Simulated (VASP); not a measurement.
Method: PW91 GGA, VASP's PBE PAW potentials (set 64) (plane waves; VASP).

VASP input:

### INCAR
```
! general
SYSTEM  = CuZn
PREC    = Accurate
ENCUT   = 520
LREAL   = .FALSE.   ! projection in real space or not
LASPH   = .TRUE.   ! aspherical one-centre terms

! electronic loop
EDIFF   = 1E-7
NELM    = 100
ALGO    = Normal   ! blocked Davidson
LMAXMIX = 4   ! l cut-off of mixed one-centre charges

! smearing
ISMEAR  = 1   ! Methfessel-Paxton
SIGMA   = 0.1   ! width (eV)

! functional
GGA     = 91   ! PW91

! ions
ISIF    = 2

! output
LWAVE   = .FALSE.
LCHARG  = .FALSE.
```

POSCAR:
```
CuZn
1
    3.0262883918     0.0000000000     0.0000000000
    0.0000000000     3.0262883918     0.0000000000
    0.0000000000     0.0000000000     3.0262883918
Zn Cu
1 1
Direct
  0.5000000000   0.5000000000   0.5000000000
  0.0000000000   0.0000000000   0.0000000000
```

File KPOINTS:
```
Regular mesh
0
gamma
12 12 12
0 0 0
```

POTCAR, in this order: Zn Cu (PBE.64 set). Program: vasp_std.

Question: What will the output report for the number of irreducible k-points (NKPTS), largest plane-wave count, number of space-group operations, FFT grid (NGX, NGY, NGZ)?

Answer: 
- number of irreducible k-points (NKPTS) = 84
- largest plane-wave count = 768
- number of space-group operations = 48
- FFT grid (NGX, NGY, NGZ) = 24 × 24 × 24

The compound is CuZn in the CsCl type structure. This cell is one point of a volume scan, at 1.06 of the reference volume. The electron count is odd and the run is not spin-polarised, which forces a metal.
